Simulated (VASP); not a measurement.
These are r2SCAN meta-GGA, VASP's PBE PAW potentials (set 64) (plane waves; VASP) values and carry that method's errors.

VASP ran on this input.

File POSCAR:
```
RbBr(110) slab
1.0
  4.8951500136   0.0000000000   0.0000000000
  0.0000000000   6.9227871447   0.0000000000
  0.0000000000   0.0000000000  24.8616788730
Rb Br
4 4
direct
  0.0000000000   0.0000000000   0.3523280000
  0.5000000000   0.5000000000   0.4507760000
  0.0000000000   0.0000000000   0.5492240000
  0.5000000000   0.5000000000   0.6476720000
  0.5000000000   0.0000000000   0.4507760000
  0.0000000000   0.5000000000   0.3523280000
  0.5000000000   0.0000000000   0.6476720000
  0.0000000000   0.5000000000   0.5492240000
```

### INCAR
```
SYSTEM  =  RbBr(110) slab
PREC  =  Normal; ENCUT  =  400; LREAL  =  .FALSE.
LASPH  =  .TRUE.
EDIFF  =  1E-5; NELM  =  100; NELMIN  =  4
ALGO  =  Normal; LMAXMIX  =  4; LMIXTAU  =  .TRUE.
ISMEAR  =  0; SIGMA  =  0.05
METAGGA  =  R2SCAN
IBRION  =  2; NSW  =  50; ISIF  =  2
EDIFFG  =  -0.03
LWAVE  =  .TRUE.; LCHARG  =  .FALSE.
DIPOL  =  0.5 0.5 0.5
LDIPOL  =  .TRUE.; IDIPOL  =  3
```

File KPOINTS:
```
K-points
0
gamma
4 3 1
```

POTCAR, in this order: Rb_sv Br (PBE.64 set). Program: vasp_std.

**Question.** What does the run give for the energy per atom (σ→0), band gap (on the k-mesh)?

**Answer.** 
energy per atom (σ→0): -15.458 eV/atom
band gap (on the k-mesh): 4.47 eV

**OSZICAR**
```
...
DAV:   5    -0.123664410016E+03   -0.23821E-02   -0.10993E-03   456   0.185E-01    0.248E-02
DAV:   6    -0.123664560520E+03   -0.15050E-03   -0.26525E-04   456   0.101E-01    0.708E-03
DAV:   7    -0.123664781176E+03   -0.22066E-03   -0.13155E-04   468   0.779E-02    0.423E-03
DAV:   8    -0.123664834442E+03   -0.53266E-04   -0.72920E-05   418   0.452E-02    0.423E-03
DAV:   9    -0.123664857769E+03   -0.23327E-04   -0.14634E-05   360   0.255E-02    0.287E-03
DAV:  10    -0.123664878218E+03   -0.20449E-04   -0.62825E-06   264   0.175E-02    0.101E-03
DAV:  11    -0.123664886816E+03   -0.85975E-05   -0.35533E-06   276   0.124E-02
   7 F= -.12366489E+03 E0= -.12366489E+03  d E =-.163466E-02
```

The cell is a thin slab with vacuum, built from RbBr (rock salt): (110) face.
